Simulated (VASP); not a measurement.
The system is BeAs2.

```xyz
3
Lattice="0.0000 3.2241 3.2241 3.2241 0.0000 3.2241 3.2241 3.2241 0.0000" Properties=species:S:1:pos:R:3 pbc="T T T"
Be    4.8362    4.8362    4.8362
As    1.6121    1.6121    1.6121
As    0.0000    0.0000    0.0000
```

The cell was built by a generator and needn't be a form met in nature.

The cell isn't the ideal one: random cell by space group and Wyckoff sites (F-43m, No. 216).

* Program: VASP 6.6.1
* Task: relaxation of cell and atoms
* Functional: PBE
* Potentials or basis: VASP PAW PBE potentials, release 64 (Be, As)
* Cutoff: 600 eV
* k mesh: 6 × 6 × 6
* Occupations: gaussian, width 0.1 eV
* Spin: no spin polarisation

At the start: pressure -6.7 GPa; volume 22.34 Å³/atom.

Problem. How do energy, volume and symmetry change on relaxing?

Solution. Over 3 steps the energy falls by 71.5 meV/atom and the volume is 19.32 Å³/atom (-13.5 %); space group F-43m (No. 216, to 0.05 Å).

Step by step:
```tsv
step	energy change (eV)	largest force (eV/Å)	pressure (GPa)	volume (Å³)
1	0.0000	0.0000	-6.69	67.03
2	-0.2138	0.0000	-0.47	58.38
3	-0.2144	0.0000	0.00	57.95
```

Final structure:
```yaml
crystal:
  lattice:
    - [0.00000, 3.07142, 3.07142]
    - [3.07142, 0.00000, 3.07142]
    - [3.07142, 3.07142, 0.00000]
  atoms:
    - { symbol: Be, position: [0.75000, 0.75000, 0.75000] }
    - { symbol: As, position: [0.25000, 0.25000, 0.25000] }
    - { symbol: As, position: [0.00000, 0.00000, 0.00000] }
```
